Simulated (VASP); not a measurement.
All values below come from PBE GGA, VASP's PBE PAW potentials (set 64) (plane waves; VASP).

A VASP calculation is set up with these files.

### POSCAR
```
LiH
1
    0.0000000000     2.0668450000     2.0668450000
    2.0668450000     0.0000000000     2.0668450000
    2.0668450000     2.0668450000     0.0000000000
Li H
1 1
Direct
  0.0000000000   0.0000000000   0.0000000000
  0.5000000000   0.5000000000   0.5000000000
```

**KPOINTS**
```
Regular mesh
0
G
  4 4 4
0 0 0
```

INCAR:
```
SYSTEM  =  LiH
PREC  =  Normal; ENCUT  =  500; LREAL  =  .False.
LASPH  =  .True.
EDIFF  =  1E-8; NELM  =  100; ALGO  =  Normal
ISMEAR  =  0; SIGMA  =  0.01
GGA  =  PE
LWAVE  =  .True.; LCHARG  =  .False.
```

POTCAR, in this order: Li_sv_GW H_GW (PBE.64 set). Program: vasp_std.

The resulting files:

File OUTCAR:
```
 ion  position               nearest neighbor table
   1  0.000  0.000  0.000-
   2  0.500  0.500  0.500-
  LATTYP: Found a face centered cubic cell.
 ALAT       =     4.1336900000
 Subroutine PRICEL returns:
 Original cell was already a primitive cell.
 Subroutine GETGRP returns: Found 48 space group operations
The static configuration has the point symmetry O_h .
The dynamic configuration has the point symmetry O_h .
 Subroutine INISYM returns: Found 48 space group operations
 Subroutine IBZKPT returns following result:
 Found      8 irreducible k-points:

 Following reciprocal coordinates:
            Coordinates               Weight
  0.000000  0.000000  0.000000      1.000000
  0.250000  0.000000  0.000000      8.000000
  0.500000  0.000000  0.000000      4.000000
  0.250000  0.250000  0.000000      6.000000
  0.500000  0.250000  0.000000     24.000000
 -0.250000  0.250000  0.000000     12.000000
  0.500000  0.500000  0.000000      3.000000
 -0.250000  0.500000  0.250000      6.000000
   k-points           NKPTS =      8   k-points in BZ     NKDIM =      8   number of bands    NBANDS=      6
   number of dos      NEDOS =    301   number of ions     NIONS =      2
   total plane-waves  NPLWV =   4096
   dimension x,y,z NGX =    16 NGY =   16 NGZ =   16
   dimension x,y,z NGXF=    32 NGYF=   32 NGZF=   32
   ions per type =               1   1
   PREC   = normal    normal or accurate (medium, high low for compatibility)
   ISTART =      0    job   : 0-new  1-cont  2-samecut
   ICHARG =      2    charge: 1-file 2-atom 10-const
   ISPIN  =      1    spin polarized calculation?
   LNONCOLLINEAR =      F non collinear calculations
   LSORBIT =      F    spin-orbit coupling
   INIWAV =      1    electr: 0-lowe 1-rand  2-diag
   ENCUT  =  500.0 eV  36.75 Ry    6.06 a.u.   5.33  5.33  5.33*2*pi/ulx,y,z
   NELM   =    100;   NELMIN=  2; NELMDL= -5     # of ELM steps
   EDIFF  = 0.1E-07   stopping-criterion for ELM
...
```

OSZICAR:
```
       N       E                     dE             d eps       ncg     rms          rms(c)
DAV:   1    -0.324387045032E+01   -0.32439E+01   -0.11804E+03    96   0.469E+02
DAV:   2    -0.810083606051E+01   -0.48570E+01   -0.48570E+01   126   0.810E+01
DAV:   3    -0.814409539411E+01   -0.43259E-01   -0.43259E-01   102   0.766E+00
DAV:   4    -0.814423137605E+01   -0.13598E-03   -0.13598E-03   138   0.518E-01
DAV:   5    -0.814423253470E+01   -0.11587E-05   -0.11587E-05   108   0.364E-02    0.730E+00
DAV:   6    -0.794060191440E+01    0.20363E+00   -0.17949E-01   102   0.194E+00    0.472E+00
DAV:   7    -0.787441344315E+01    0.66188E-01   -0.26177E-01    96   0.257E+00    0.128E+00
DAV:   8    -0.787549123219E+01   -0.10778E-02   -0.64779E-03    96   0.749E-01    0.251E-01
DAV:   9    -0.787542161857E+01    0.69614E-04   -0.26096E-04    96   0.145E-01    0.171E-02
DAV:  10    -0.787543063477E+01   -0.90162E-05   -0.26073E-05    96   0.484E-02    0.752E-03
DAV:  11    -0.787542941978E+01    0.12150E-05   -0.33090E-06    96   0.811E-03    0.104E-03
DAV:  12    -0.787542976959E+01   -0.34981E-06   -0.11274E-07   114   0.474E-03    0.297E-04
DAV:  13    -0.787542979793E+01   -0.28347E-07   -0.39984E-09    54   0.573E-04    0.105E-04
DAV:  14    -0.787542980007E+01   -0.21356E-08   -0.74025E-10    48   0.319E-04
   1 F= -.78754298E+01 E0= -.78754298E+01  d E =-.471313E-51
```

**OUTCAR**
```
------------------------ aborting loop because EDIFF is reached ----------------------------------------
  FORCE on cell =-STRESS in cart. coord.  units (eV):
  Direction    XX          YY          ZZ          XY          YZ          ZX
  --------------------------------------------------------------------------------------
  Total       -0.4754262     -0.4754262     -0.4754262     -0.0000000     -0.0000000      0.0000000
  in kB      -43.1360108    -43.1360108    -43.1360108     -0.0000000     -0.0000000      0.0000000
  external PRESSURE =     -43.1360108 kB  Pullay stress =       0.0000000 kB
  volume of cell :       17.66
      direct lattice vectors                 reciprocal lattice vectors
     0.000000000  2.066845000  2.066845000    -0.241914609  0.241914609  0.241914609
     2.066845000  0.000000000  2.066845000     0.241914609 -0.241914609  0.241914609
     2.066845000  2.066845000  0.000000000     0.241914609  0.241914609 -0.241914609
  FREE ENERGIE OF THE ION-ELECTRON SYSTEM (eV)
  ---------------------------------------------------
  free  energy   TOTEN  =        -7.8754298001 eV

  energy  without entropy=       -7.8754298001  energy(sigma->0) =       -7.87542980
```
(Selected blocks of OUTCAR.)

The compound is LiH in the rock salt structure. This cell is one point of a volume scan, at 1.04 of the reference volume. The k-mesh is coarse (spacing up to 0.66 per Å, 2π included), so the numbers may not be converged in it.
